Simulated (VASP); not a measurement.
Output of a VASP run:

File OUTCAR:
```
 ion  position               nearest neighbor table
   1  0.854  0.646  0.354-   5 2.28   6 2.30   7 2.30   8 2.30   6 2.39   7 2.39   8 2.39   2 2.68
                             4 2.68   3 2.68   3 2.68   2 2.68   4 2.68
   2  0.354  0.854  0.646-   6 2.28   5 2.30   7 2.30   8 2.30   8 2.39   5 2.39   7 2.39   1 2.68
                             3 2.68   4 2.68   3 2.68   1 2.68   4 2.68
   3  0.146  0.146  0.146-   7 2.28   6 2.30   5 2.30   8 2.30   8 2.39   5 2.39   6 2.39   2 2.68
                             4 2.68   1 2.68   2 2.68   1 2.68   4 2.68
   4  0.646  0.354  0.854-   8 2.28   6 2.30   7 2.30   5 2.30   5 2.39   6 2.39   7 2.39   1 2.68
                             1 2.68   2 2.68   2 2.68   3 2.68   3 2.68
   5  0.157  0.343  0.657-   1 2.28   2 2.30   3 2.30   4 2.30   2 2.39   3 2.39   4 2.39   8 2.69
                             6 2.69   8 2.69   7 2.69   7 2.69   6 2.69
   6  0.657  0.157  0.343-   2 2.28   1 2.30   3 2.30   4 2.30   4 2.39   1 2.39   3 2.39   8 2.69
                             7 2.69   5 2.69   8 2.69   7 2.69   5 2.69
   7  0.843  0.843  0.843-   3 2.28   2 2.30   1 2.30   4 2.30   4 2.39   1 2.39   2 2.39   5 2.69
                             6 2.69   8 2.69   6 2.69   5 2.69   8 2.69
   8  0.343  0.657  0.157-   4 2.28   2 2.30   3 2.30   1 2.30   1 2.39   2 2.39   3 2.39   7 2.69
                             5 2.69   5 2.69   6 2.69   6 2.69   7 2.69
  LATTYP: Found a simple cubic cell.
 ALAT       =     4.3528804722
 Subroutine PRICEL returns:
 Original cell was already a primitive cell.
 Subroutine GETGRP returns: Found 12 space group operations
The static configuration has the point symmetry C_3 .
 The point group associated with its full space group is T   .
The dynamic configuration has the point symmetry C_3 .
 Subroutine INISYM returns: Found 12 space group operations
 Subroutine IBZKPT returns following result:
 Found     24 irreducible k-points:

 Following reciprocal coordinates:
            Coordinates               Weight
  0.000000  0.000000  0.000000      1.000000
  0.142857  0.000000  0.000000      6.000000
  0.285714  0.000000  0.000000      6.000000
  0.428571  0.000000  0.000000      6.000000
  0.142857  0.142857  0.000000     12.000000
  0.285714  0.142857  0.000000     12.000000
 -0.142857  0.285714  0.000000     12.000000
  0.428571  0.142857  0.000000     12.000000
 -0.142857  0.428571  0.000000     12.000000
  0.285714  0.285714  0.000000     12.000000
  0.428571  0.285714  0.000000     12.000000
 -0.285714  0.428571  0.000000     12.000000
  0.428571  0.428571  0.000000     12.000000
  0.142857  0.142857  0.142857      8.000000
  0.285714  0.142857  0.142857     24.000000
  0.428571  0.142857  0.142857     24.000000
  0.285714  0.285714  0.142857     24.000000
  0.428571  0.285714  0.142857     24.000000
 -0.285714  0.428571  0.142857     24.000000
  0.428571  0.428571  0.142857     24.000000
  0.285714  0.285714  0.285714      8.000000
  0.428571  0.285714  0.285714     24.000000
  0.428571  0.428571  0.285714     24.000000
  0.428571  0.428571  0.428571      8.000000
   k-points           NKPTS =     24   k-points in BZ     NKDIM =     24   number of bands    NBANDS=     31
   number of dos      NEDOS =    301   number of ions     NIONS =      8
   total plane-waves  NPLWV =  32768
   dimension x,y,z NGX =    32 NGY =   32 NGZ =   32
   dimension x,y,z NGXF=    64 NGYF=   64 NGZF=   64
   ions per type =               4   4
   PREC   = accura    normal or accurate (medium, high low for compatibility)
   ISTART =      0    job   : 0-new  1-cont  2-samecut
   ICHARG =      2    charge: 1-file 2-atom 10-const
   ISPIN  =      1    spin polarized calculation?
   LNONCOLLINEAR =      F non collinear calculations
   LSORBIT =      F    spin-orbit coupling
   INIWAV =      1    electr: 0-lowe 1-rand  2-diag
   ENCUT  =  500.0 eV  36.75 Ry    6.06 a.u.   7.94  7.94  7.94*2*pi/ulx,y,z
   NELM   =    100;   NELMIN=  2; NELMDL= -5     # of ELM steps
   EDIFF  = 0.1E-05   stopping-criterion for ELM
   LREAL  =      F    real-space projection
   NLSPLINE    = F    spline interpolate recip. space projectors
   LMAXMIX     =    4 max onsite mixed and CHGCAR
   VOSKOWN=      0    Vosko Wilk Nusair interpolation
   EDIFFG = -.2E-01   stopping-criterion for IOM
   NSW    =     40    number of steps for IOM
   NBLOCK =      1;   KBLOCK =     40    inner block; outer block
   IBRION =      2    ionic relax: 0-MD 1-quasi-New 2-CG
   NFREE  =      1    steps in history (QN), initial steepest desc. (CG)
...
```

### OSZICAR
```
...
DAV:   8    -0.624862720400E+02    0.44343E-05   -0.36798E-05  1789   0.381E-02    0.224E-02
DAV:   9    -0.624862738331E+02   -0.17931E-05   -0.36936E-05  2351   0.671E-02    0.214E-02
DAV:  10    -0.624862705940E+02    0.32391E-05   -0.13278E-05  2336   0.341E-02    0.760E-04
DAV:  11    -0.624862706213E+02   -0.27314E-07   -0.35412E-07  1003   0.583E-03
   2 F= -.60030729E+02 E0= -.60030717E+02  d E =0.357381E-01
       N       E                     dE             d eps       ncg     rms          rms(c)
DAV:   1    -0.630989272811E+02   -0.61266E+00   -0.80371E+00  1525   0.372E+01    0.618E+00
DAV:   2    -0.633489845791E+02   -0.25006E+00   -0.11414E+01  2112   0.437E+01    0.618E+00
DAV:   3    -0.626344509570E+02    0.71453E+00   -0.44827E+00  2106   0.267E+01    0.133E+00
DAV:   4    -0.626217457841E+02    0.12705E-01   -0.94160E-02  1580   0.220E+00    0.529E-01
DAV:   5    -0.626178224038E+02    0.39234E-02   -0.15457E-02  2333   0.144E+00    0.121E-01
DAV:   6    -0.626176748402E+02    0.14756E-03   -0.10378E-03  2203   0.222E-01    0.353E-02
DAV:   7    -0.626176766665E+02   -0.18263E-05   -0.42641E-05  1768   0.578E-02    0.215E-02
DAV:   8    -0.626176793012E+02   -0.26347E-05   -0.15335E-05  2144   0.401E-02    0.874E-03
DAV:   9    -0.626176779433E+02    0.13579E-05   -0.86812E-06  1930   0.375E-02    0.128E-03
DAV:  10    -0.626176779782E+02   -0.34857E-07   -0.41807E-07  1045   0.506E-03
   3 F= -.60090514E+02 E0= -.60090587E+02  d E =-.240473E-01
       N       E                     dE             d eps       ncg     rms          rms(c)
DAV:   1    -0.626168259524E+02    0.85199E-03   -0.13063E-03  1567   0.470E-01    0.796E-02
DAV:   2    -0.626168636044E+02   -0.37652E-04   -0.18005E-03  2103   0.546E-01    0.769E-02
DAV:   3    -0.626167507972E+02    0.11281E-03   -0.70316E-04  2087   0.345E-01    0.165E-02
DAV:   4    -0.626167485094E+02    0.22878E-05   -0.20239E-05  1621   0.327E-02    0.513E-03
DAV:   5    -0.626167480556E+02    0.45381E-06   -0.10429E-06   905   0.117E-02
   4 F= -.60090513E+02 E0= -.60090585E+02  d E =-.240460E-01
       N       E                     dE             d eps       ncg     rms          rms(c)
DAV:   1    -0.626166107717E+02    0.13774E-03   -0.74026E-02  1488   0.150E+00    0.420E-02
DAV:   2    -0.626167062253E+02   -0.95454E-04   -0.12774E-03  2180   0.320E-01    0.296E-02
DAV:   3    -0.626166992128E+02    0.70125E-05   -0.29391E-05  1919   0.646E-02    0.187E-02
DAV:   4    -0.626166964806E+02    0.27322E-05   -0.44412E-05  2257   0.828E-02    0.159E-02
DAV:   5    -0.626166925750E+02    0.39057E-05   -0.22216E-05  2109   0.605E-02    0.162E-03
DAV:   6    -0.626166926168E+02   -0.41789E-07   -0.50581E-07   877   0.671E-03
   5 F= -.60090912E+02 E0= -.60090980E+02  d E =-.398565E-03
       N       E                     dE             d eps       ncg     rms          rms(c)
DAV:   1    -0.626162085657E+02    0.48401E-03   -0.10498E-01  1488   0.178E+00    0.495E-02
DAV:   2    -0.626163432349E+02   -0.13467E-03   -0.18001E-03  2202   0.382E-01    0.353E-02
DAV:   3    -0.626163332667E+02    0.99683E-05   -0.38494E-05  1926   0.726E-02    0.218E-02
DAV:   4    -0.626163292459E+02    0.40208E-05   -0.56888E-05  2305   0.927E-02    0.182E-02
DAV:   5    -0.626163242236E+02    0.50223E-05   -0.29569E-05  2154   0.698E-02    0.199E-03
DAV:   6    -0.626163242673E+02   -0.43683E-07   -0.63234E-07   940   0.814E-03
   6 F= -.60091084E+02 E0= -.60091148E+02  d E =-.570716E-03
```

File OUTCAR:
```
------------------------ aborting loop because EDIFF is reached ----------------------------------------
  FORCE on cell =-STRESS in cart. coord.  units (eV):
  Direction    XX          YY          ZZ          XY          YZ          ZX
  --------------------------------------------------------------------------------------
  Total        2.5652618      2.5652618      2.5652618      0.0000000      0.0000000      0.0000000
  in kB       50.7924279     50.7924279     50.7924279      0.0000000      0.0000000      0.0000000
  external PRESSURE =       0.7924279 kB  Pullay stress =      50.0000000 kB
  volume of cell :       80.92
      direct lattice vectors                 reciprocal lattice vectors
     4.325282047 -0.000000000 -0.000000000     0.231198796  0.000000000 -0.000000000
    -0.000000000  4.325282047 -0.000000000     0.000000000  0.231198796  0.000000000
     0.000000000 -0.000000000  4.325282047     0.000000000  0.000000000  0.231198796
 POSITION                                       TOTAL-FORCE (eV/Angst)
 -----------------------------------------------------------------------------------
      3.69252      2.79541      1.52988        -0.002845      0.002845     -0.002845
      1.52988      3.69252      2.79541        -0.002845     -0.002845      0.002845
      0.63277      0.63277      0.63277         0.002845      0.002845      0.002845
      2.79541      1.52988      3.69252         0.002845     -0.002845     -0.002845
      0.67731      1.48533      2.83995         0.004312     -0.004312      0.004312
      2.83995      0.67731      1.48533         0.004312      0.004312     -0.004312
      3.64798      3.64798      3.64798        -0.004312     -0.004312     -0.004312
      1.48533      2.83995      0.67731        -0.004312      0.004312      0.004312
 -----------------------------------------------------------------------------------
    total drift:                               -0.000000     -0.000000      0.000000
  FREE ENERGIE OF THE ION-ELECTRON SYSTEM (eV)
  ---------------------------------------------------
  free  energy   TOTEN  =       -62.6163242673 eV

  energy  without entropy=      -62.6165161710  energy(sigma->0) =      -62.61638824
  enthalpy is  TOTEN    =       -60.0910839193 eV   P V=        2.5252403480

 reached required accuracy - stopping structural energy minimisation
```
(Selected blocks of OUTCAR.)

### POSCAR
```
CoSi
1
    4.3528804722     0.0000000000     0.0000000000
    0.0000000000     4.3528804722     0.0000000000
    0.0000000000     0.0000000000     4.3528804722
Co Si
4 4
Direct
  0.8543471956   0.6456528044   0.3543471956
  0.3543471956   0.8543471956   0.6456528044
  0.1456528044   0.1456528044   0.1456528044
  0.6456528044   0.3543471956   0.8543471956
  0.1568774335   0.3431225665   0.6568774335
  0.6568774335   0.1568774335   0.3431225665
  0.8431225665   0.8431225665   0.8431225665
  0.3431225665   0.6568774335   0.1568774335
```

Reconstruct the remaining input files.

One answer among several that fit: the input of the run itself, LDA (Ceperley-Alder, Perdew-Zunger), plane waves, VASP's LDA PAW potentials (set 64).

INCAR:
```
SYSTEM = CoSi
PREC = Accurate
ENCUT = 500
EDIFF = 1E-6
NELM = 100
ALGO = Normal
LREAL = .FALSE.
LASPH = .TRUE.
ISMEAR = 1
SIGMA = 0.1
LMAXMIX = 4
LWAVE = .FALSE.
LCHARG = .FALSE.
IBRION = 2
ISIF = 3
NSW = 40
EDIFFG = -0.02
PSTRESS = 50
```

### KPOINTS
```
Automatic mesh
0
Gamma
  7 7 7
0 0 0
```

POTCAR, in this order: Co Si (LDA.64 set). Program: vasp_std.

The compound is CoSi in the B20 structure. This run relaxes it under an external pressure of 5 GPa. Symmetry was kept, so distortions that lower it aren't found. The run is not spin-polarised, so no magnetic state was tried.
